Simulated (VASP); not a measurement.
Here is the system:

```xyz
1
Lattice="0.0000 1.9600 1.9600 1.9600 0.0000 1.9600 1.9600 1.9600 0.0000" Properties=species:S:1:pos:R:3 pbc="T T T"
Pt     0.0000     0.0000     0.0000
```

These are PBE GGA, VASP's PBE PAW potentials (set 64) (plane waves; VASP) values and carry that method's errors. Run with 400 eV cut-off, 14×14×14 Γ-centred mesh, first-order Methfessel-Paxton smearing of 0.10 eV, potentials Pt.

### Question
Give the stress tensor in GPa (positive for a compressed cell).

### Answer

```
9.71  0.00  0.00
0.00  9.71  0.00
0.00  0.00  9.71
```
The pressure is its mean diagonal, 9.71 GPa.

The compound is Pt in the fcc structure. The cell was not relaxed at this level.
